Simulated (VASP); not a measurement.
Calculation: PBE GGA, VASP's PBE PAW potentials (set 64) (plane waves; VASP 6.6.1).

A VASP calculation is set up with these files.

File POSCAR:
```
Ta
1.0
 -1.6459033000   1.6459033000   1.6459033000
  1.6459033000  -1.6459033000   1.6459033000
  1.6459033000   1.6459033000  -1.6459033000
Ta
1
Cartesian
  0.0000000000   0.0000000000   0.0000000000
```

INCAR:
```
SYSTEM = Ta
PREC = Accurate; ENCUT = 500; LREAL = F
LASPH = T
EDIFF = 1E-6; NELM = 100; ALGO = Normal
LMAXMIX = 6
ISMEAR = 1; SIGMA = 0.1
GGA = PE
IBRION = 2; NSW = 40; ISIF = 3
EDIFFG = -0.02; PSTRESS = 100
LWAVE = F; LCHARG = F
```

### KPOINTS
```
Automatic mesh
0
Gamma
15 15 15
0 0 0
```

POTCAR, in this order: Ta_pv (PBE.64 set). Program: vasp_std.

The run wrote:

OSZICAR:
```
       N       E                     dE             d eps       ncg     rms          rms(c)
DAV:   1     0.439633985524E+02    0.43963E+02   -0.64314E+03  2168   0.113E+03
DAV:   2    -0.115465689929E+02   -0.55510E+02   -0.54728E+02  2725   0.240E+02
DAV:   3    -0.122524891014E+02   -0.70592E+00   -0.69597E+00  2532   0.264E+01
DAV:   4    -0.122572111649E+02   -0.47221E-02   -0.47188E-02  2434   0.174E+00
DAV:   5    -0.122572382531E+02   -0.27088E-04   -0.27088E-04  2382   0.118E-01    0.138E+01
DAV:   6    -0.119106840766E+02    0.34655E+00   -0.38485E-01  2248   0.762E+00    0.676E+00
DAV:   7    -0.118058655165E+02    0.10482E+00   -0.32174E-01  2261   0.660E+00    0.401E-01
DAV:   8    -0.118046448625E+02    0.12207E-02   -0.42266E-03  2306   0.854E-01    0.124E-01
DAV:   9    -0.118046122584E+02    0.32604E-04   -0.15873E-04  2291   0.162E-01    0.324E-02
DAV:  10    -0.118046069463E+02    0.53121E-05   -0.48510E-06  2410   0.316E-02    0.493E-03
DAV:  11    -0.118046069501E+02   -0.37965E-08   -0.20215E-07  1144   0.642E-03
   1 F= -.10691435E+02 E0= -.10691466E+02  d E =-.106914E+02
       N       E                     dE             d eps       ncg     rms          rms(c)
DAV:   1    -0.121027319826E+02   -0.29813E+00   -0.14139E+01  2196   0.541E+01    0.646E+00
DAV:   2    -0.117538327431E+02    0.34890E+00   -0.44973E-01  2198   0.904E+00    0.221E+00
DAV:   3    -0.116700876448E+02    0.83745E-01   -0.26182E-01  2241   0.657E+00    0.894E-01
DAV:   4    -0.116716696121E+02   -0.15820E-02   -0.34732E-03  2552   0.690E-01    0.100E-01
DAV:   5    -0.116716130836E+02    0.56528E-04   -0.39573E-04  2248   0.246E-01    0.498E-02
DAV:   6    -0.116716123148E+02    0.76883E-06   -0.42543E-06  2378   0.295E-02
   2 F= -.10648269E+02 E0= -.10648512E+02  d E =0.431655E-01
       N       E                     dE             d eps       ncg     rms          rms(c)
DAV:   1    -0.120201747238E+02   -0.34856E+00   -0.81327E+00  2195   0.429E+01    0.459E+00
DAV:   2    -0.118285563445E+02    0.19162E+00   -0.26372E-01  2203   0.646E+00    0.159E+00
DAV:   3    -0.117859523787E+02    0.42604E-01   -0.14021E-01  2235   0.457E+00    0.550E-01
DAV:   4    -0.117867768038E+02   -0.82443E-03   -0.16868E-03  2487   0.473E-01    0.585E-02
DAV:   5    -0.117867758430E+02    0.96076E-06   -0.14018E-04  2273   0.139E-01    0.349E-02
DAV:   6    -0.117867761053E+02   -0.26232E-06   -0.26512E-06  2275   0.223E-02
   3 F= -.10698005E+02 E0= -.10698122E+02  d E =-.657052E-02
```

File OUTCAR:
```
------------------------ aborting loop because EDIFF is reached ----------------------------------------
  FORCE on cell =-STRESS in cart. coord.  units (eV):
  Direction    XX          YY          ZZ          XY          YZ          ZX
  --------------------------------------------------------------------------------------
  Total        1.0763539      1.0763539      1.0763539      0.0000000      0.0000000     -0.0000000
  in kB       98.8595403     98.8595403     98.8595403      0.0000000      0.0000000     -0.0000000
  external PRESSURE =      -1.1404597 kB  Pullay stress =     100.0000000 kB
  volume of cell :       17.44
      direct lattice vectors                 reciprocal lattice vectors
    -1.633787962  1.633787962  1.633787962     0.000000000  0.306037265  0.306037265
     1.633787962 -1.633787962  1.633787962     0.306037265  0.000000000  0.306037265
     1.633787962  1.633787962 -1.633787962     0.306037265  0.306037265  0.000000000
 POSITION                                       TOTAL-FORCE (eV/Angst)
 -----------------------------------------------------------------------------------
      0.00000     -0.00000      0.00000         0.000000     -0.000000      0.000000
 -----------------------------------------------------------------------------------
    total drift:                               -0.000000      0.000000     -0.000000
  FREE ENERGIE OF THE ION-ELECTRON SYSTEM (eV)
  ---------------------------------------------------
  free  energy   TOTEN  =       -11.7867761053 eV

  energy  without entropy=      -11.7871249785  energy(sigma->0) =      -11.78689240
  enthalpy is  TOTEN    =       -10.6980052571 eV   P V=        1.0887708482

 reached required accuracy - stopping structural energy minimisation
```
(Selected blocks of OUTCAR.)

CONTCAR:
```
Ta
   1.00000000000000
    -1.6337879618172395    1.6337879618172395    1.6337879618172395
     1.6337879618172395   -1.6337879618172395    1.6337879618172395
     1.6337879618172395    1.6337879618172395   -1.6337879618172395
  Ta
     1
Direct
     0.0000000000000000    0.0000000000000000    0.0000000000000000
```

Energy and stress use the plane-wave basis of the starting cell.

The compound is Ta in the bcc structure. This run relaxes it under an external pressure of 10 GPa. Symmetry was kept, so distortions that lower it aren't found.
